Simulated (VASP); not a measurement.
# Si2B2Te (Immm) in VASP: reference runs

How does Si2B2Te come out in PBE? The cell is run as given.

All numbers are computed with VASP 6.6.1; they aren't measurements. Logs are shortened: lines on timing, memory, paths and dates and some standing lists are left out, and cuts for length are marked.

## Step 1: The structure

The structure is orthorhombic, space group Immm (No. 71). Conventional cell: a = 3.095 Å, b = 4.688 Å, c = 10.185 Å, α = 90.00°, β = 90.00°, γ = 90.00°. Si (site symmetry mm2) has 2 B at 2.34 Å as nearest neighbours. Around B (site symmetry mm2) lie 2 Te at 2.09 Å and 2 Si at 2.34 Å. Around Te (site symmetry mmm) lie 4 B at 2.09 Å.

The cell was built by a generator and needn't be a form met in nature.

## Step 2: Single point, PBE

File INCAR:

```
PREC = Accurate
ENCUT = 520
EDIFF = 1E-7
ISMEAR = -1
SIGMA = 0.05
LREAL = False
LASPH = True
NELM = 100
ALGO = Normal
ISIF = 2
LWAVE = False
LCHARG = False
GGA = PE
NBANDS = 18
```

File KPOINTS:

```
regular mesh
0
Gamma
  10 10 10
```

File POSCAR:

```
Si2B2Te
1.0
   -1.5476944300      2.3437613500      5.0925741900
    1.5476944300     -2.3437613500      5.0925741900
    1.5476944300      2.3437613500     -5.0925741900
Si B Te
2 2 1
Direct
    0.3575800100      0.3575800100      0.0000000000
    0.6424199900      0.6424199900      0.0000000000
    0.8626999900      0.3626999900      0.5000000000
    0.1373000100      0.6373000100      0.5000000000
    0.0000000000      0.0000000000      0.0000000000
```

Potentials or basis: VASP PAW PBE potentials, release 64 (Si, B, Te).

Command:

```sh
> cat potpaw_PBE.64/Si/POTCAR potpaw_PBE.64/B/POTCAR potpaw_PBE.64/Te/POTCAR > POTCAR
> mpirun -np 1 vasp_std > vasp.out
```

OUTCAR:

```text
PREC = Accurate
   ENCUT = 520
   EDIFF = 1E-7
   ISMEAR = -1
   LREAL = False
   LASPH = True
   NELM = 100
   ISIF = 2
   GGA = PE

 ion  position               nearest neighbor table
   1  0.358  0.358  0.000-   3 2.34   3 2.34   2 2.90   5 3.16   5 3.16   5 3.16   5 3.16
   2  0.642  0.642  0.000-   4 2.34   4 2.34   1 2.90   5 3.16   5 3.16   5 3.16   5 3.16
   3  0.863  0.363  0.500-   5 2.09   5 2.09   1 2.34   1 2.34
   4  0.137  0.637  0.500-   5 2.09   5 2.09   2 2.34   2 2.34
   5  0.000  0.000  0.000-   4 2.09   3 2.09   4 2.09   3 2.09   1 3.16   2 3.16   2 3.16   2 3.16
                             1 3.16   2 3.16   1 3.16   1 3.16

  LATTYP: Found a body centered orthorhombic cell.
 ALAT       =     3.0953888600
 B/A-ratio  =     1.5143566486
 C/A-ratio  =     3.2904261276

  Lattice vectors:

 A1 = (  -1.5476944300,   2.3437613500,   5.0925741900)
 A2 = (   1.5476944300,  -2.3437613500,   5.0925741900)
 A3 = (   1.5476944300,   2.3437613500,  -5.0925741900)

Analysis of symmetry for initial positions (statically):
=====================================================================
 Subroutine PRICEL returns:
 Original cell was already a primitive cell.

 Routine SETGRP: Setting up the symmetry group for a
 body centered orthorhombic supercell.

 Subroutine GETGRP returns: Found  8 space group operations
 (whereof  8 operations were pure point group operations)
 out of a pool of  8 trial point group operations.

The static configuration has the point symmetry D_2h.

Analysis of symmetry for dynamics (positions and initial velocities):
=====================================================================
 Subroutine PRICEL returns:
 Original cell was already a primitive cell.

 Routine SETGRP: Setting up the symmetry group for a
 body centered orthorhombic supercell.

 Subroutine GETGRP returns: Found  8 space group operations
 (whereof  8 operations were pure point group operations)
 out of a pool of  8 trial point group operations.

The dynamic configuration has the point symmetry D_2h.

 Subroutine INISYM returns: Found  8 space group operations
 (whereof  8 operations are pure point group operations),
 and found     1 'primitive' translations

----------------------------------------------------------------------------------------

                                     Primitive cell

  volume of cell :      73.8918

  direct lattice vectors                    reciprocal lattice vectors
    -1.547694430  2.343761350  5.092574190     0.000000000  0.213332300  0.098182173
     1.547694430 -2.343761350  5.092574190     0.323061187  0.000000000  0.098182173
     1.547694430  2.343761350 -5.092574190     0.323061187  0.213332300  0.000000000

  length of vectors
     5.815744767  5.815744767  5.815744767     0.234841243  0.337651107  0.387142352

  position of ions in fractional coordinates (direct lattice)
     0.357580010  0.357580010  0.000000000
     0.642419990  0.642419990  0.000000000
     0.862699990  0.362699990  0.500000000
     0.137300010  0.637300010  0.500000000
     0.000000000  0.000000000  0.000000000

  ion indices of the primitive-cell ions
   primitive index   ion index
                 1           1
                 2           2
                 3           3
                 4           4
                 5           5

----------------------------------------------------------------------------------------

 KPOINTS: regular mesh

Automatic generation of k-mesh.
 Grid dimensions read from file:
 generate k-points for:   10   10   10

 Generating k-lattice:

  Cartesian coordinates                     Fractional coordinates (reciprocal lattice)
     0.000000000  0.021333230  0.009818217     0.100000000  0.000000000 -0.000000000
     0.032306119  0.000000000  0.009818217     0.000000000  0.100000000  0.000000000
     0.032306119  0.021333230  0.000000000    -0.000000000  0.000000000  0.100000000

  Length of vectors
     0.023484124  0.033765111  0.038714235

  Shift w.r.t. Gamma in fractional coordinates (k-lattice)
     0.000000000  0.000000000  0.000000000

 Subroutine IBZKPT returns following result:
 ===========================================

 Found    171 irreducible k-points:

 Following reciprocal coordinates:
            Coordinates               Weight
  0.000000  0.000000  0.000000      1.000000
  0.100000  0.000000  0.000000      4.000000
  0.200000  0.000000  0.000000      4.000000
  0.300000  0.000000  0.000000      4.000000
  0.400000  0.000000 -0.000000      4.000000
  0.500000  0.000000 -0.000000      2.000000
[... 16 lines left out ...]
 -0.400000  0.200000 -0.000000      8.000000
 -0.300000  0.200000 -0.000000      8.000000
 [... further k-points ...]
   k-points           NKPTS =    171   k-points in BZ     NKDIM =    171   number of bands    NBANDS=     18
   number of dos      NEDOS =    301   number of ions     NIONS =      5
   total plane-waves  NPLWV = 110592
   dimension x,y,z NGX =    48 NGY =   48 NGZ =   48
   dimension x,y,z NGXF=    96 NGYF=   96 NGZF=   96
   ions per type =               2   2   1
   NGX,Y,Z   is equivalent  to a cutoff of  13.72, 13.72, 13.72 a.u.
   NGXF,Y,Z  is equivalent  to a cutoff of  27.44, 27.44, 27.44 a.u.
 SYSTEM =  unknown system
   PREC   = accura    normal or accurate (medium, high low for compatibility)
   ISTART =      0    job   : 0-new  1-cont  2-samecut
   ICHARG =      2    charge: 1-file 2-atom 10-const
   ISPIN  =      1    spin polarized calculation?
   LNONCOLLINEAR =      F non collinear calculations
   LSORBIT =      F    spin-orbit coupling
   LASPH  =      T    aspherical Exc in radial PAW
   ENCUT  =  520.0 eV  38.22 Ry    6.18 a.u.  10.81 10.81 10.81*2*pi/ulx,y,z
   NELM   =    100;   NELMIN=  2; NELMDL= -5     # of ELM steps
   EDIFF  = 0.1E-06   stopping-criterion for ELM
   LREAL  =      F    real-space projection
   EDIFFG = 0.1E-05   stopping-criterion for IOM
   NSW    =      0    number of steps for IOM
   IBRION =     -1    ionic relax: 0-MD 1-quasi-New 2-CG
   NFREE  =      0    steps in history (QN), initial steepest desc. (CG)
   ISIF   =      2    stress and relaxation
   ISYM   =      2    0-nonsym 1-usesym 2-fastsym
   POTIM  = 0.5000    time-step for ionic-motion
   TEBEG  =    0.0;   TEEND  =   0.0 temperature during run
   PSTRESS=    0.0 pullay stress
   NELECT =      20.0000    total number of electrons
   NUPDOWN=      -1.0000    fix difference up-down
   EMIN   =  10.00;   EMAX   =-10.00  energy-range for DOS
   EFERMI =   0.00;   METHOD = LEGACY
   ISMEAR =    -1;   SIGMA  =   0.05  broadening in eV -4-tet -1-fermi 0-gaus
   EFERMI_NEDOS =   21; number of points for ismear=-14 and -15
   IALGO  =     38    algorithm
   IMIX   =      4    mixing-type and parameters
     AMIX     =   0.40;   BMIX     =  1.00
     AMIX_MAG =   1.60;   BMIX_MAG =  1.00
  volume/ion in A,a.u.               =      14.78        99.73
  Fermi-wavevector in a.u.,A,eV,Ry     =   1.058976  2.001175 15.257988  1.121430
  Thomas-Fermi vector in A             =   2.194305
   LORBIT       =      0    0 simple, 1 ext, 2 COOP (PROOUT), +10 PAW based schemes
   GGA     = PE    functional components
   LHFCALC =     F    Hartree Fock is set to
   AEXX    =    0.0000 exact exchange contribution
   IVDW    =     0    specifies the selected vdW correction
   LEPSILON=     F    determine dielectric tensor
   LRPA    =     F    only Hartree local field effects (RPA)
 non-spin polarized calculation
  energy-cutoff  :      520.00
  volume of cell :       73.89
 maximum number of plane-waves:      2009
 NGX is ok and might be reduce to    48
   NGX = 21   NGY = 21   NGZ = 21

 number of electron      20.0000000 magnetization

 Free energy of the ion-electron system (eV)
  ---------------------------------------------------
  ext. energy  EPLUGINS =         0.00000000
  ---------------------------------------------------
  free energy    TOTEN  =       -20.11114455 eV

  energy without entropy =      -20.09140491  energy(sigma->0) =      -20.10127473

 E-fermi :   8.4331     XC(G=0): -10.7879

 val. band max:        8.4309860729   @ k =   0.4000   0.4000  -0.0000
 cond. band min:       8.4333716721   @ k =  -0.3000  -0.4000   0.1000
 fundamental gap:      0.0023855993
 Fermi energy:         8.4330726932

 k-point     1 :       0.0000    0.0000    0.0000
  band No.  band energies     occupation
      1      -7.9631      2.00000
      2      -1.4903      2.00000
      3      -0.7251      2.00000
      4       1.5649      2.00000
      5       2.8792      2.00000
      6       3.4632      2.00000
[... 10 lines left out ...]
     17      15.1189      0.00000
     18      15.6022      0.00000

 k-point     2 :       0.1000    0.0000    0.0000
  band No.  band energies     occupation
      1      -7.9329      2.00000
      2      -1.6111      2.00000
      3      -0.7491      2.00000
      4       1.4580      2.00000
      5       2.1884      2.00000
      6       3.8667      2.00000
[... 10 lines left out ...]
     17      14.9467      0.00000
     18      15.9722      0.00000

 k-point     3 :       0.2000    0.0000    0.0000
  band No.  band energies     occupation
      1      -7.8505      2.00000
      2      -1.8790      2.00000
      3      -0.8913      2.00000
      4       0.9375      2.00000
      5       2.0836      2.00000
      6       4.7770      2.00000
[... 10 lines left out ...]
     17      14.5086      0.00000
     18      14.7901      0.00000

 k-point     4 :       0.3000    0.0000    0.0000
  band No.  band energies     occupation
      1      -7.7413      2.00000
      2      -2.1868      2.00000
      3      -1.0774      2.00000
      4       0.3126      2.00000
      5       2.6428      2.00000
      6       5.5014      2.00000
[... 375 lines left out ...]
      4       0.6148      2.00000
      5       2.1781      2.00000
      6       4.0564      2.00000
[... 10 lines left out ...]
     17      13.7205      0.00000
     18      14.1191      0.00000

 k-point    23 :      -0.4000    0.2000   -0.0000
  band No.  band energies     occupation
      1      -7.0569      2.00000
      2      -1.6741      2.00000
      3      -0.7885      2.00000
      4       0.6794      2.00000
      5       2.1805      2.00000
      6       3.1750      2.00000
[... 10 lines left out ...]
     17      14.1528      0.00000
     18      14.4702      0.00000

 k-point    24 :      -0.3000    0.2000   -0.0000
  band No.  band energies     occupation
      1      -7.1563      2.00000
      2      -1.2866      2.00000
      3      -0.7200      2.00000
      4       1.0591      2.00000
      5       2.1308      2.00000
      6       2.5487      2.00000
[... 10 lines left out ...]
     17      14.1463      0.00000
     18      15.7139      0.00000

 [... further k-points ...]
[... 5 lines left out ...]
  --------------------------------------------------------------------------------------
  -------------------------------------------------------------------------------------
  Total       12.3894166     -3.1461734      4.2726787      0.0000000      0.0000000      0.0000000
  in kB      268.6367820    -68.2177313     92.6434797      0.0000000      0.0000000      0.0000000
  external PRESSURE =      97.6875101 kB  Pullay stress =       0.0000000 kB

 VOLUME and BASIS-vectors are now :
 -----------------------------------------------------------------------------
  energy-cutoff  :      520.00
  volume of cell :       73.89
      direct lattice vectors                 reciprocal lattice vectors
    -1.547694430  2.343761350  5.092574190     0.000000000  0.213332300  0.098182173
     1.547694430 -2.343761350  5.092574190     0.323061187  0.000000000  0.098182173
     1.547694430  2.343761350 -5.092574190     0.323061187  0.213332300  0.000000000

 POSITION                                       TOTAL-FORCE (eV/Angst)
 -----------------------------------------------------------------------------------
      0.00000      0.00000      3.64201         0.000000      0.000000     -0.711748
      0.00000      0.00000      6.54314         0.000000      0.000000      0.711748
      0.00000      2.34376      3.69415        -0.000000     -0.000000     -4.635369
      1.54769      0.00000      1.39842         0.000000      0.000000      4.635369
      0.00000      0.00000      0.00000         0.000000      0.000000      0.000000
 -----------------------------------------------------------------------------------
    total drift:                                0.000000     -0.000000      0.000000

  FREE ENERGIE OF THE ION-ELECTRON SYSTEM (eV)
  ---------------------------------------------------
  free  energy   TOTEN  =       -20.1111445531 eV

  energy  without entropy=      -20.0914049113  energy(sigma->0) =      -20.10127473
```

Run time: 4.5 min. Hardware: 1 thread of Intel Xeon Platinum 8488C (Sapphire Rapids), shared host; peak memory 0.47 GiB.

Results:

```yaml
Free_energy: -20.1111 eV
Pressure: 9.8 GPa
Largest_force: 4.635 eV/Å
Band_gap_on_the_k_mesh: none (metal or under the smearing width)
```

Forces on the atoms (eV/Å):
```
Si   0.000  0.000 -0.712
Si   0.000  0.000  0.712
B    0.000  0.000 -4.635
B    0.000  0.000  4.635
Te   0.000  0.000  0.000
```

Stress tensor (GPa, compression positive):
```
26.86  0.00  0.00
 0.00 -6.82  0.00
 0.00  0.00  9.26
```

Levels at points of the mesh, in eV from the Fermi level:
| k point | band 8 | band 9 | band 10 | band 11 | band 12 | band 13 |
| --- | --- | --- | --- | --- | --- | --- |
| (0.00, 0.00, 0.00) | -2.94 | 0.49 | 0.55 | 2.05 | 2.60 | 4.25 |
| (0.50, 0.00, 0.00) | -0.39 | 1.11 | 1.18 | 1.45 | 2.53 | 2.95 |
| (0.00, 0.50, 0.00) | -2.99 | -2.67 | -2.42 | -2.12 | -0.01 | 0.67 |
| (0.50, 0.50, 0.00) | -2.97 | -2.49 | -1.59 | 2.03 | 2.12 | 2.20 |
| (0.50, 0.50, 0.50) | -2.86 | -0.76 | -0.23 | -0.07 | 1.53 | 2.31 |

Caveat: forces of over 1 eV/Å show positions far from the minimum, so gaps and moduli don't describe the material at rest. Spin-orbit coupling is left out, which matters for the levels of Te.
